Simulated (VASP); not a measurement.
Input for VASP

POSCAR:
```
Li2O
1
    0.0000000000     2.3562000000     2.3562000000
    2.3562000000     0.0000000000     2.3562000000
    2.3562000000     2.3562000000     0.0000000000
Li O
2 1
Direct
  0.2500000000   0.2500000000   0.2500000000
  0.7500000000   0.7500000000   0.7500000000
  0.0000000000   0.0000000000   0.0000000000
```

### KPOINTS
```
Automatic mesh
0
Gamma
6 6 6
0 0 0
```

**INCAR**
```
LCHARG=F
SYSTEM=Li2O
GGA_COMPAT=F
EDIFF=1E-6   ! SCF stop (eV)
GGA=PE
ALGO=Normal   ! blocked Davidson
LASPH=T   ! aspherical one-centre terms
LSORBIT=T
ISIF=2   ! forces and stress, cell fixed
LWAVE=F
MAGMOM=0 0 0 0 0 0 0 0 0
LREAL=F
SIGMA=0.05   ! width (eV)
ENCUT=520
PREC=Accurate
ISMEAR=0
NELM=100
```

POTCAR, in this order: Li_sv O (PBE.64 set). Program: vasp_ncl.

Q: Translate this PBE+SOC calculation to Ansatz.

A: One equivalent input (not run):
Ansatz 0.2 input:
```yaml
crystal:
  lattice:
    - [0.0000000, 2.3562000, 2.3562000]
    - [2.3562000, 0.0000000, 2.3562000]
    - [2.3562000, 2.3562000, 0.0000000]
  atoms:
    - { symbol: Li, position: [0.2500000, 0.2500000, 0.2500000] }
    - { symbol: Li, position: [0.7500000, 0.7500000, 0.7500000] }
    - { symbol: O, position: [0.0000000, 0.0000000, 0.0000000] }
kpoints:
  mp_grid: { grid: [6, 6, 6] }
hamiltonian:
  xc: pbe
  pseudopotentials: { kind: paw }
magnetization: { noncollinear: true, spin_orbit: true }
scf:
  occupations: { method: gaussian, width: 0.05 }
  max_iter: 100
output: { forces: true, stress: true, eigenvalues: true }
```
The two are equivalent in intent, not identical: each code has its own PAW files, so the cut-off isn't converted (ENCUT is set for VASP's; basis.ecutwfc is left out, and Ansatz then takes the one that its files recommend); Ansatz stops its SCF on the density residual and VASP on the energy change (EDIFF).

The compound is Li2O in the antifluorite structure. The cell was not relaxed at this level.
